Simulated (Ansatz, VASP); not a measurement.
# Two plane-wave programs on Bi2Te2O

```xyz
5
Lattice="4.0760 0.0000 0.0000 -2.0380 3.5299 0.0000 0.0000 0.0000 9.6037" Properties=species:S:1:pos:R:3 pbc="T T T"
Bi    0.0000    2.3533    6.3738
Bi    2.0380    1.1766    3.2299
Te    0.0000    2.3533    1.3893
Te    2.0380    1.1766    8.2144
O     0.0000    0.0000    0.0000
```

Change from the starting cell: species swapped into the LaAl2Ge2 type (P-3m1, No. 164).

Alike in both runs: functional PBE; k mesh 6 × 6 × 2; occupations gaussian, width 0.1 eV; no spin polarisation.

Ansatz relaxed the structure, and its values are those at the end. VASP's run is a single point on that final structure, the one shown.

|  | VASP | Ansatz |
| --- | --- | --- |
| version | VASP 6.6.1 | Ansatz 0.2.0 |
| potentials or method | VASP PAW PBE potentials, release 64 (Bi_d, Te, O) | scalar-relativistic, plane waves, PAW |
| plane-wave cutoff (eV) | 520 | 420 |
| valence electrons in the cell | 48 | 68 |

Ansatz gave:

| Quantity | Value |
| --- | --- |
| gap on the k mesh at the Fermi level (eV) | none |
| pressure (GPa) | 0.1 |
| rms of the force components (eV/Å) | 0.006 |

Q: Which values does VASP return?

A: gap on the k mesh at the Fermi level (eV): none; pressure (GPa): 0.0; rms of the force components (eV/Å): 0.016.

A gap of «none» marks a metal or a gap that the smearing closes. The two sets of potentials don't hold the same shells in valence.

Caveats: spin-orbit coupling is left out, which moves the levels of the heavy elements; this functional lacks dispersion, which binds the layers, so the pressure and a relaxed spacing across them are unreliable.
